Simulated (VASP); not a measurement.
Given:

```
Y3Ge
1.0
    0.00000     3.66722     3.66722
    3.66722     0.00000     3.66722
    3.66722     3.66722     0.00000
Ge Y
1 3
Direct
  0.00000   0.00000   0.00000
  0.50000   0.50000   0.50000
  0.25000   0.25000   0.25000
  0.75000   0.75000   0.75000
```

Calculation: PBEsol GGA, VASP's PBE PAW potentials (set 64) (plane waves; VASP 6.6.1). Run with 400 eV cut-off, Gaussian smearing of 0.050 eV, potentials Ge_d Y_sv.

**Question.** Give the energies of bands 19 to 27 at the high-symmetry points, in eV from the Fermi level.

**Answer.** 
```tsv
band	Γ	X	U	L	W
19	-2.15	-3.51	-3.19	-3.75	-2.94
20	-2.15	-1.75	-2.71	-2.34	-2.94
21	-2.15	-1.52	-1.81	-2.34	-1.95
22	-1.47	-1.33	-1.31	-0.17	-1.27
23	-1.47	-1.33	-0.30	0.07	-0.05
24	-0.82	0.24	-0.03	0.07	-0.05
25	0.61	0.34	0.64	0.68	0.52
26	0.61	0.34	1.02	0.68	1.19
27	0.61	1.43	1.45	0.81	1.36
```

It has no gap at this level: it comes out as a metal or semimetal.

The structure was generated: Y3Ge was put into the D03 type (Fm-3m), which need not be its known phase. It was relaxed first, which changed the volume by -30 %. The electron count is odd and the run is not spin-polarised, which forces a metal.
